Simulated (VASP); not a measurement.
Here is the system:

```
CELL_PARAMETERS angstrom
      1.83780    -3.18315     0.00000
      1.83780     3.18315     0.00000
      0.00000     0.00000     5.68063
ATOMIC_POSITIONS crystal
  Dy 0.33333 0.66667 0.25000
  Dy 0.66667 0.33333 0.75000
```

These are vdW-DF2, VASP's PBE PAW potentials (set 64) (plane waves; VASP) values and carry that method's errors. Run with 520 eV cut-off, Gaussian smearing of 0.050 eV, potentials Dy_3.

The 4f electrons are frozen in the core of the lanthanide potential, so 4f levels, which can set the real gap, and their magnetism are missing.

**Question.** Give the energies of bands 7 to 12 at the high-symmetry points, in eV from the Fermi level.

**Answer.** 
```
band      Γ      M      K      A      L      H
----  -----  -----  -----  -----  -----  -----
7     -4.95  -1.85  -0.82  -3.40  -1.82  -0.55
8     -2.05  -1.31  -0.70  -3.40  -1.82  -0.55
9      1.35  -0.85  -0.70   1.02   0.09  -0.35
10     1.68   0.03  -0.37   1.02   0.09  -0.35
11     1.69   1.36   1.15   1.58   1.62   0.55
12     2.16   1.58   1.15   1.58   1.62   0.55
```

It has no gap at this level: it comes out as a metal or semimetal.

The compound is Dy in the hcp structure. It was relaxed first, which changed the volume by +5 %.
